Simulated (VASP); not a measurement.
# Fe2O3 (Hematite): input slips in a band-gap run and what they do, part 2 of 3

Aim: see how common mistakes in a band-structure run show up, on Fe2O3 (Hematite). The starting structure is a measured crystal structure from the Crystallography Open Database. Cell and atoms stay as given unless a step says otherwise.

VASP 6.6.1.

Results so far: reference 0.276 eV.

## (3) Bands with a cutoff far too low

Level of this step: LDA, spin-polarised from an antiferromagnetic start; plane waves and PAW (Fe, O) (VASP).

A slip made on purpose: a cutoff far too low. Against step 2 the input has ENCUT = 180 (also changed: NELM).

Input file INCAR:

```
SYSTEM = Fe2O3
PREC = Accurate
ENCUT = 180
EDIFF = 1E-06
NELM = 60
ISMEAR = 0
SIGMA = 0.03
LREAL = .FALSE.
ALGO = Normal
GGA = CA
NBANDS = 63
ISPIN = 2
MAGMOM = 3 -3 3 -3 0 0 0 0 0 0
LMAXMIX = 4
LORBIT = 11
LWAVE = .FALSE.
LCHARG = .FALSE.
KPAR = 8
```

Input file POSCAR:

```
Fe2O3
1.0
    2.5190000000      1.4543453281      4.5906666667
   -2.5190000000      1.4543453281      4.5906666667
    0.0000000000     -2.9086906562      4.5906666667
Fe O
4 6
Direct
    0.3553000000      0.3553000000      0.3553000000
    0.1447000000      0.1447000000      0.1447000000
    0.6447000000      0.6447000000      0.6447000000
    0.8553000000      0.8553000000      0.8553000000
    0.5559000000      0.2500000000      0.9441000000
    0.2500000000      0.9441000000      0.5559000000
    0.9441000000      0.5559000000      0.2500000000
    0.4441000000      0.7500000000      0.0559000000
    0.7500000000      0.0559000000      0.4441000000
    0.0559000000      0.4441000000      0.7500000000
```

Input file KPOINTS:

```
Automatic mesh
0
Gamma
6 6 6
0 0 0
```

Input file KPOINTS_OPT:

```
Line mode
8
Line-mode
Reciprocal
  0.00000000   0.00000000   0.00000000 GAMMA
  0.50000000   0.00000000   0.00000000 L

  0.50000000   0.00000000   0.00000000 L
  0.50000000   0.23357686  -0.23357686 B1

  0.76642314   0.50000000   0.23357686 B
  0.50000000   0.50000000   0.50000000 Z

  0.50000000   0.50000000   0.50000000 Z
  0.00000000   0.00000000   0.00000000 GAMMA

  0.00000000   0.00000000   0.00000000 GAMMA
  0.36678843   0.00000000  -0.36678843 X

  0.63321157   0.36678843   0.00000000 Q
  0.50000000   0.50000000   0.00000000 F

  0.50000000   0.50000000   0.00000000 F
  0.63321157   0.63321157   0.23357686 P1

  0.63321157   0.63321157   0.23357686 P1
  0.50000000   0.50000000   0.50000000 Z

  0.50000000   0.00000000   0.00000000 L
  0.76642314   0.36678843   0.36678843 P
```

Potentials, in the order of the species: Fe and O (LDA family, release 64).

Run with:

```console
$ mpirun -np 8 vasp_std
```

Output:

```text
[banner, memory and clock lines left out]
running    8 mpi-ranks, on    1 nodes
[...]
[... a notice as in an earlier step ...]

 LDA part: xc-table for (Slater(with rela. corr.)+CA(PZ))
 , standard interpolation
 POSCAR, INCAR and KPOINTS ok, starting setup
[...]
entering main loop
       N       E                     dE             d eps       ncg     rms          rms(c)
DAV:   1     0.218645300211E+03    0.21865E+03   -0.15811E+04  8179   0.485E+02
DAV:   2    -0.796424090987E+02   -0.29829E+03   -0.27274E+03  8667   0.175E+02
DAV:   3    -0.977008130359E+02   -0.18058E+02   -0.17525E+02  9452   0.478E+01
DAV:   4    -0.978047297153E+02   -0.10392E+00   -0.10381E+00  8680   0.388E+00
[...]
DAV:  14    -0.812904475861E+02    0.26720E-04   -0.24232E-05  9164   0.378E-02    0.630E-02
DAV:  15    -0.812904434379E+02    0.41482E-05   -0.57150E-05 10999   0.382E-02    0.280E-02
DAV:  16    -0.812904438764E+02   -0.43850E-06   -0.72332E-06  8795   0.129E-02
   1 F= -.81290444E+02 E0= -.81287900E+02  d E =-.508841E-02  mag=    -0.0000
 Start KPOINTS_OPT (optional k-point list driver)
k-point batch [1-32\72]
       N       E                     dE             ncg
DAV:   1     0.416384154521E+04   -0.20126E+05     8297
DAV:   2    -0.549942485606E+04   -0.96633E+04     8718
DAV:   3    -0.609642612940E+04   -0.59700E+03     9475
DAV:   4    -0.609954601536E+04   -0.31199E+01     8624
DAV:   5    -0.609955209639E+04   -0.60810E-02     9008
DAV:   6    -0.609955212228E+04   -0.25890E-04     8824
DAV:   7    -0.609955212242E+04   -0.13771E-06     6481
[...]
k-point batch [65-72\72]
       N       E                     dE             ncg
DAV:   1     0.266903570692E+05   -0.73578E+04     2087
DAV:   2     0.243494963501E+05   -0.23409E+04     2151
DAV:   3     0.242083752448E+05   -0.14112E+03     2368
DAV:   4     0.242076700891E+05   -0.70516E+00     2164
DAV:   5     0.242076687802E+05   -0.13089E-02     2324
DAV:   6     0.242076687749E+05   -0.52886E-05     2151
DAV:   7     0.242076687749E+05   -0.24793E-07     1670
```

Run time: 31 s. Hardware: 8 MPI ranks of Intel Xeon Platinum 8488C (Sapphire Rapids), shared host; peak memory 1.9 GiB; 4 min of CPU time.

Parts of OUTCAR (step 3):

```text
  Total     -226.5305081   -226.5305081   -224.1849915      0.0000000     -0.0000000      0.0000000
  in kB    -3596.7857108  -3596.7857108  -3559.5442787      0.0000000     -0.0000000      0.0000000
  external PRESSURE =   -3584.3719001 kB  Pullay stress =       0.0000000 kB

 POSITION                                       TOTAL-FORCE (eV/Angst)
 -----------------------------------------------------------------------------------
      0.00000      0.00000      4.89319         0.000000      0.000000     -2.336761
      0.00000      0.00000      1.99281         0.000000      0.000000      2.336761
      0.00000      0.00000      8.87881         0.000000      0.000000      2.336761
      0.00000      0.00000     11.77919         0.000000      0.000000     -2.336761
      0.77056     -1.57404      8.03367        -0.388130     -0.672262     -0.000000
     -1.74844      0.11969      8.03367        -0.388130      0.672262     -0.000000
      0.97788      1.45435      8.03367         0.776261      0.000000     -0.000000
     -0.77056      1.57404      5.73833         0.388130      0.672262     -0.000000
      1.74844     -0.11969      5.73833         0.388130     -0.672262     -0.000000
     -0.97788     -1.45435      5.73833        -0.776261      0.000000     -0.000000
 -----------------------------------------------------------------------------------
    total drift:                               -0.000000      0.000000     -0.000000

  FREE ENERGIE OF THE ION-ELECTRON SYSTEM (eV)
  ---------------------------------------------------
  free  energy   TOTEN  =       -81.2904438764 eV

  energy  without entropy=      -81.2853554673  energy(sigma->0) =      -81.28789967

 magnetization (x)
# of ion       s       p       d       tot
------------------------------------------
    1        0.004   0.006   1.558   1.568
    2       -0.004  -0.006  -1.558  -1.568
    3        0.004   0.006   1.558   1.568
    4       -0.004  -0.006  -1.558  -1.568
    5        0.000   0.000   0.000   0.000
    6        0.000   0.000   0.000   0.000
    7        0.000   0.000   0.000   0.000
    8        0.000   0.000   0.000   0.000
    9        0.000   0.000   0.000   0.000
   10        0.000   0.000   0.000   0.000
--------------------------------------------------
tot          0.000   0.000  -0.000  -0.000

[... 1 part as in an earlier step ...]

[... 2 further parts left out ...]
[key lines of the parts left out:]
E-fermi :   3.9286
```

With a cutoff far too low there is no gap to read, since by its occupations the run counts as a metal (its levels may still leave one).

## (4) Bands with too few electronic steps

A slip made on purpose: too few electronic steps. Against step 2 the input has NELM = 4.

INCAR: that of step 3 with these lines changed.

```diff
@@ -2,5 +2,5 @@
 PREC = Accurate
-ENCUT = 180
+ENCUT = 460
 EDIFF = 1E-06
-NELM = 60
+NELM = 4
 ISMEAR = 0
```

POSCAR is that of step 3.

KPOINTS is that of step 3.

KPOINTS_OPT is that of step 3.

Run with:

```console
$ mpirun -np 8 vasp_std
```

Output:

```text
[... set-up lines as in an earlier step ...]
 entering main loop
       N       E                     dE             d eps       ncg     rms          rms(c)
[... 4 cycles as in an earlier step ...]
 -----------------------------------------------------------------------------
|                                                                             |
|           W    W    AA    RRRRR   N    N  II  N    N   GGGG   !!!           |
|           W    W   A  A   R    R  NN   N  II  NN   N  G    G  !!!           |
|           W    W  A    A  R    R  N N  N  II  N N  N  G       !!!           |
|           W WW W  AAAAAA  RRRRR   N  N N  II  N  N N  G  GGG   !            |
|           WW  WW  A    A  R   R   N   NN  II  N   NN  G    G                |
|           W    W  A    A  R    R  N    N  II  N    N   GGGG   !!!           |
|                                                                             |
|     The electronic self-consistency was not achieved in the given           |
|     number of steps (NELM). The forces and other quantities evaluated       |
|     might not be reliable so examine the results carefully. If you find     |
|     spurious results, we suggest increasing NELM, if you were close to      |
|     convergence or switching to a different ALGO or adjusting the           |
|     density mixing parameters otherwise.                                    |
|                                                                             |
 -----------------------------------------------------------------------------

   1 F= -.10298034E+03 E0= -.10298033E+03  d E =-.185325E-04  mag=    -0.0000
 Start KPOINTS_OPT (optional k-point list driver)
k-point batch [1-32\72]
       N       E                     dE             ncg
DAV:   1     0.167932363047E+05   -0.21058E+05     8080
DAV:   2    -0.291100573329E+04   -0.19704E+05     8104
DAV:   3    -0.580410938661E+04   -0.28931E+04     8904
DAV:   4    -0.593904389820E+04   -0.13493E+03     9696
[...]
k-point batch [65-72\72]
       N       E                     dE             ncg
DAV:   1     0.454938613933E+05   -0.90030E+04     2032
DAV:   2     0.405686813824E+05   -0.49252E+04     2040
DAV:   3     0.398509933910E+05   -0.71769E+03     2179
DAV:   4     0.398173389921E+05   -0.33654E+02     2464
```

Wall time 79 s (8 MPI ranks); peak memory 4.2 GiB.

Parts of OUTCAR (step 4):

```text
  Total      -63.0509825    -63.0509825    -59.4410608      0.0000000      0.0000000      0.0000000
  in kB    -1001.1052141  -1001.1052141   -943.7879251      0.0000000      0.0000000      0.0000000
  external PRESSURE =    -981.9994511 kB  Pullay stress =       0.0000000 kB

 POSITION                                       TOTAL-FORCE (eV/Angst)
 -----------------------------------------------------------------------------------
      0.00000      0.00000      4.89319         0.000000      0.000000     -0.150581
      0.00000      0.00000      1.99281         0.000000      0.000000      0.150581
      0.00000      0.00000      8.87881         0.000000     -0.000000      0.150581
      0.00000      0.00000     11.77919         0.000000      0.000000     -0.150581
      0.77056     -1.57404      8.03367        -0.001061     -0.001838     -0.000000
     -1.74844      0.11969      8.03367        -0.001061      0.001838     -0.000000
      0.97788      1.45435      8.03367         0.002122      0.000000      0.000000
     -0.77056      1.57404      5.73833         0.001061      0.001838     -0.000000
      1.74844     -0.11969      5.73833         0.001061     -0.001838     -0.000000
     -0.97788     -1.45435      5.73833        -0.002122      0.000000      0.000000
 -----------------------------------------------------------------------------------
    total drift:                               -0.000000      0.000000     -0.000000

  FREE ENERGIE OF THE ION-ELECTRON SYSTEM (eV)
  ---------------------------------------------------
  free  energy   TOTEN  =      -102.9803413062 eV

  energy  without entropy=     -102.9803227737  energy(sigma->0) =     -102.98033204

 magnetization (x)
# of ion       s       p       d       tot
------------------------------------------
    1        0.008   0.015   3.536   3.559
    2       -0.008  -0.015  -3.536  -3.559
    3        0.008   0.015   3.536   3.559
    4       -0.008  -0.015  -3.536  -3.559
    5        0.000   0.000   0.000   0.000
    6        0.000   0.000   0.000   0.000
    7        0.000   0.000   0.000   0.000
    8        0.000   0.000   0.000   0.000
    9        0.000   0.000   0.000   0.000
   10        0.000   0.000   0.000   0.000
--------------------------------------------------
tot          0.000   0.000   0.000   0.000

[... 2 parts as in an earlier step ...]

[... 1 further part left out ...]
[key lines of the parts left out:]
E-fermi :   6.5514
```

The electronic loop didn't reach EDIFF within its 4 cycles (NELM).

## (5) Bands with one electron missing

A slip made on purpose: one electron missing. Against step 2 the input has NELECT = 67 (also changed: NELM).

INCAR: that of step 4 with these lines changed.

```diff
@@ -4,3 +4,3 @@
 EDIFF = 1E-06
-NELM = 4
+NELM = 60
 ISMEAR = 0
@@ -18 +18,2 @@
 KPAR = 8
+NELECT = 67
```

POSCAR is that of step 4.

KPOINTS is that of step 4.

KPOINTS_OPT is that of step 4.

Run with:

```console
$ mpirun -np 8 vasp_std
```

Output:

```text
[... set-up lines as in an earlier step ...]
 entering main loop
       N       E                     dE             d eps       ncg     rms          rms(c)
DAV:   1     0.712623928847E+03    0.71262E+03   -0.25324E+04  8088   0.115E+03
DAV:   2     0.308097963984E+01   -0.70954E+03   -0.62580E+03  8197   0.335E+02
DAV:   3    -0.104420588858E+03   -0.10750E+03   -0.97982E+02  8941   0.144E+02
DAV:   4    -0.109421465671E+03   -0.50009E+01   -0.49110E+01  9705   0.351E+01
DAV:   5    -0.109512925518E+03   -0.91460E-01   -0.91423E-01  9356   0.465E+00BRMIX: very serious problems
 the old and the new charge density differ
 old charge density:    68.00000 new   67.00000
BRMIX: very serious problems
 the old and the new charge density differ
 old charge density:    68.00000 new   67.00000
BRMIX: very serious problems
 the old and the new charge density differ
 old charge density:    68.00000 new   67.00000
BRMIX: very serious problems
 the old and the new charge density differ
 old charge density:    68.00000 new   67.00000
BRMIX: very serious problems
 the old and the new charge density differ
[...]
DAV:  17    -0.867353438298E+02   -0.57712E-07   -0.63620E-06  8450   0.144E-02
   1 F= -.86735344E+02 E0= -.86732321E+02  d E =-.604630E-02  mag=    -0.0000
 Start KPOINTS_OPT (optional k-point list driver)
k-point batch [1-32\72]
       N       E                     dE             ncg
DAV:   1     0.176920640861E+05   -0.19295E+05     8080
DAV:   2    -0.247688041878E+04   -0.20169E+05     8128
DAV:   3    -0.560040848090E+04   -0.31235E+04     8895
DAV:   4    -0.575720532903E+04   -0.15680E+03     9706
[...]
DAV:   8    -0.575938714321E+04   -0.42707E-04     9726
DAV:   9    -0.575938714459E+04   -0.13770E-05     5862
DAV:  10    -0.575938714481E+04   -0.22735E-06     5332
[...]
k-point batch [65-72\72]
       N       E                     dE             ncg
DAV:   1     0.448143700846E+05   -0.84641E+04     2032
DAV:   2     0.397638248488E+05   -0.50505E+04     2048
DAV:   3     0.389841605984E+05   -0.77966E+03     2203
DAV:   4     0.389448038708E+05   -0.39357E+02     2425
DAV:   5     0.389442446733E+05   -0.55920E+00     2288
DAV:   6     0.389442338647E+05   -0.10809E-01     2465
DAV:   7     0.389442335542E+05   -0.31050E-03     2298
DAV:   8     0.389442335433E+05   -0.10842E-04     2481
DAV:   9     0.389442335430E+05   -0.34484E-06     1476
```

The job ended after 3.6 min (8 MPI ranks; peak memory 4.4 GiB; 28 min of CPU time).

OUTCAR, selected parts (step 5):

```text
  Total      -26.6659268    -26.6659268    -23.6142050      0.0000000      0.0000000      0.0000000
  in kB     -423.3938522   -423.3938522   -374.9394980      0.0000000      0.0000000      0.0000000
  external PRESSURE =    -407.2424008 kB  Pullay stress =       0.0000000 kB

 POSITION                                       TOTAL-FORCE (eV/Angst)
 -----------------------------------------------------------------------------------
      0.00000      0.00000      4.89319         0.000000      0.000000      0.173236
      0.00000      0.00000      1.99281         0.000000      0.000000     -0.173236
      0.00000      0.00000      8.87881         0.000000      0.000000     -0.173236
      0.00000      0.00000     11.77919         0.000000      0.000000      0.173236
      0.77056     -1.57404      8.03367         0.080091      0.138721     -0.000000
     -1.74844      0.11969      8.03367         0.080091     -0.138721     -0.000000
      0.97788      1.45435      8.03367        -0.160181      0.000000      0.000000
     -0.77056      1.57404      5.73833        -0.080091     -0.138721     -0.000000
      1.74844     -0.11969      5.73833        -0.080091      0.138721     -0.000000
     -0.97788     -1.45435      5.73833         0.160181      0.000000     -0.000000
 -----------------------------------------------------------------------------------
    total drift:                               -0.000000      0.000000     -0.000000

  FREE ENERGIE OF THE ION-ELECTRON SYSTEM (eV)
  ---------------------------------------------------
  free  energy   TOTEN  =       -86.7353438298 eV

  energy  without entropy=      -86.7292975250  energy(sigma->0) =      -86.73232068

 magnetization (x)
# of ion       s       p       d       tot
------------------------------------------
    1        0.005   0.010   3.120   3.136
    2       -0.005  -0.010  -3.120  -3.136
    3        0.005   0.010   3.120   3.136
    4       -0.005  -0.010  -3.120  -3.136
    5        0.000   0.000   0.000   0.000
    6        0.000   0.000   0.000   0.000
    7        0.000   0.000   0.000   0.000
    8        0.000   0.000   0.000   0.000
    9        0.000   0.000   0.000   0.000
   10        0.000   0.000   0.000   0.000
--------------------------------------------------
tot          0.000   0.000  -0.000  -0.000

[... 2 parts as in an earlier step ...]

[... 1 further part left out ...]
[key lines of the parts left out:]
E-fermi :   3.3306
```

With one electron missing there is no gap to read, since by its occupations the run counts as a metal (its levels may still leave one).

## (6) Bands with a fixed density without a density file

A slip made on purpose: a fixed density without a density file. Against step 2 the input has ICHARG = 11 (also changed: NELM).

INCAR: that of step 5 with these lines changed.

```diff
@@ -18,2 +18,2 @@
 KPAR = 8
-NELECT = 67
+ICHARG = 11
```

POSCAR is that of step 5.

KPOINTS is that of step 5.

KPOINTS_OPT is that of step 5.

Run with:

```console
$ mpirun -np 8 vasp_std
```

Output:

```text
[banner, memory and clock lines left out]
running    8 mpi-ranks, on    1 nodes
[...]
|                                                                             |
|           W    W    AA    RRRRR   N    N  II  N    N   GGGG   !!!           |
|           W    W   A  A   R    R  NN   N  II  NN   N  G    G  !!!           |
|           W    W  A    A  R    R  N N  N  II  N N  N  G       !!!           |
|           W WW W  AAAAAA  RRRRR   N  N N  II  N  N N  G  GGG   !            |
|           WW  WW  A    A  R   R   N   NN  II  N   NN  G    G                |
|           W    W  A    A  R    R  N    N  II  N    N   GGGG   !!!           |
|                                                                             |
|     For optimal performance we recommend to set                             |
|       NCORE = 2 up to number-of-cores-per-socket                            |
|     NCORE specifies how many cores store one orbital (NPAR=cpu/NCORE).      |
|     This setting can greatly improve the performance of VASP for DFT.       |
[...]
LDA part: xc-table for (Slater(with rela. corr.)+CA(PZ))
 , standard interpolation
 POSCAR, INCAR and KPOINTS ok, starting setup
[...]
WARNING: CHGCAR is incomplete
|                                                                             |
|     EEEEEEE  RRRRRR   RRRRRR   OOOOOOO  RRRRRR      ###     ###     ###     |
|     E        R     R  R     R  O     O  R     R     ###     ###     ###     |
|     E        R     R  R     R  O     O  R     R     ###     ###     ###     |
|     EEEEE    RRRRRR   RRRRRR   O     O  RRRRRR       #       #       #      |
|     E        R   R    R   R    O     O  R   R                               |
|     E        R    R   R    R   O     O  R    R      ###     ###     ###     |
|     EEEEEEE  R     R  R     R  OOOOOOO  R     R     ###     ###     ###     |
|                                                                             |
|     ERROR: charge density could not be read from file CHGCAR for            |
|     ICHARG>10                                                               |
|                                                                             |
|       ---->  I REFUSE TO CONTINUE WITH THIS SICK JOB ... BYE!!! <----       |
|                                                                             |

1
1
1
1
1
1
1
1
```

Run time: 7.8 s. Hardware: 8 MPI ranks.

VASP stopped with this message: “ERROR: charge density could not be read from file CHGCAR for ICHARG>10”.

(Continued in part 3 of 3.)

[Lines on the potential files, build, host, timing and source positions are cut from VASP's logs without a mark.]

[Logs are printed without paths, hosts, clocks, repeated set-up lines and the standing remarks that a program may print on its own settings, such as how far it seeks lower states.]

[Hosts, paths, dates, database ids (printed as entryN), source tags and the programs' standing remarks are cut or masked in the printed files.]
